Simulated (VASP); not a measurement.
# DyNi2P2 (space group I4/mmm): computed properties

These are PBEsol GGA, VASP's PBE PAW potentials (set 64) (plane waves; VASP) values and carry that method's errors.

For DyNi$_{2}$P$_{2}$, the space group comes out as I4/mmm (139), the cell is a = b = 3.8247 Å, c = 9.2808 Å, α = β = γ = 90.00° and the volume per atom is 13.58 Å³/atom. The band gap (over mesh and band path) comes out as none (metal, semimetal or under 0.01 eV). The density comes out as 8.36 g/cm³.

```
CELL_PARAMETERS angstrom
     -1.91233     1.91233     4.64040
      1.91233    -1.91233     4.64040
      1.91233     1.91233    -4.64040
ATOMIC_POSITIONS crystal
  Dy 0.00000 0.00000 0.00000
  Ni 0.25000 0.75000 0.50000
  Ni 0.75000 0.25000 0.50000
  P  0.62340 0.62340 0.00000
  P  0.37660 0.37660 0.00000
```

The 4f electrons are frozen in the core of the lanthanide potential, so 4f levels, which can set the real gap, and their magnetism are missing.

The structure comes from a computed database's DyNi2P2 entry (I4/mmm); how it stands against other phases isn't given here. It was relaxed first. Symmetry was kept, so distortions that lower it aren't found. The run is not spin-polarised, so no magnetic state was tried. The electron count is odd and the run is not spin-polarised, which forces a metal.
